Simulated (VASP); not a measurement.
An input for Ansatz (written as the equivalent of a VASP run, and not itself run):

Ansatz 0.2 input:
```yaml
crystal:
  lattice:
    - [1.6219690, -2.8093327, 0.0000000]
    - [1.6219690, 2.8093327, 0.0000000]
    - [0.0000000, 0.0000000, 5.1505613]
  atoms:
    - { symbol: Zr, position: [0.3333330, 0.6666670, 0.2500000] }
    - { symbol: Zr, position: [0.6666670, 0.3333330, 0.7451462] }
kpoints:
  mp_grid: { grid: [12, 12, 8] }
hamiltonian:
  xc: r2scan
  pseudopotentials: { kind: paw }
scf:
  occupations: { method: methfessel_paxton, width: 0.1 }
  max_iter: 100
output: { forces: true, stress: true, eigenvalues: true }
```

Q: Write the VASP files for the same calculation (r2SCAN).

A: One answer among several that fit: 
### POSCAR
```
Zr
1
    1.6219689991    -2.8093326598     0.0000000000
    1.6219689991     2.8093326598    -0.0000000000
    0.0000000000    -0.0000000000     5.1505613470
Zr
2
Direct
  0.3333330000   0.6666670000   0.2500000000
  0.6666670000   0.3333330000   0.7451461601
```

### KPOINTS
```
Regular mesh
0
Gamma
 12 12 8
```

**INCAR**
```
# general
SYSTEM   =  Zr
PREC     =  Accurate
ENCUT    =  480
LREAL    =  .False.
LASPH    =  .True.

# electronic loop
EDIFF    =  1E-7
NELM     =  100
ALGO     =  Normal
LMAXMIX  =  4
LMIXTAU  =  .True.

# smearing
ISMEAR   =  1
SIGMA    =  0.1

# functional
METAGGA  =  R2SCAN

# ions
ISIF     =  2

# output
LWAVE    =  .False.
LCHARG   =  .False.
```

POTCAR, in this order: Zr_sv (PBE.64 set). Program: vasp_std.

The two are equivalent in intent, not identical: each code has its own PAW files, so the cut-off isn't converted (ENCUT is set for VASP's; basis.ecutwfc is left out, and Ansatz then takes the one that its files recommend); Ansatz stops its SCF on the density residual and VASP on the energy change (EDIFF).

The compound is Zr in the hcp structure. This cell was strained or had an atom moved on purpose.
